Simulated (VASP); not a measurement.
Runs of VASP 6.6.1 on RuS. The structure is cubic, space group Fm-3m (No. 225). The conventional cell has a = 5.094 Å, b = 5.094 Å, c = 5.094 Å, α = 90.00°, β = 90.00°, γ = 90.00°. Ru (site symmetry m-3m) has 6 S at 2.55 Å as nearest neighbours. S (site symmetry m-3m) has 6 Ru at 2.55 Å as nearest neighbours. The cell comes from a database or a generator and needn't be the stable form of this composition.

| spin | U | fixed moment (μB) | gap on the mesh (eV) | pressure (GPa) | moment (μB) |
| --- | --- | --- | --- | --- | --- |
| collinear, zero start | Ru d U = 6 eV | - | 1.25 | (b) | 0.00 |
| collinear, ferromagnetic start | Ru d U = 6 eV | 3 | - | (a) | 3.00 |
| collinear, ferromagnetic start | Ru d U = 7 eV | - | none | 20.8 | 4.00 |
| collinear, random start | Ru d U = 6 eV | - | none | 17.1 | 3.93 |

Alike in all rows: task single point; level r2SCAN+U; potentials or basis VASP PAW PBE potentials, release 64 (Ru_pv, S); cell as given; k mesh 6 × 6 × 6; cutoff (eV) 520; smearing gaussian 0.05 eV.

Question: Estimate the missing entries.

Answer: (a) 8.7; (b) 2.1.

Caveats: the PAW data sets were made with another functional, which shifts forces and pressure a little; the moment is held away from its start (some runs); the total moment is fixed, so each spin has its own Fermi level (some runs).

A k mesh can miss the band edges, and the runs leave out spin-orbit coupling on Ru.

A gap of «none» marks a metal or a gap under the smearing width.
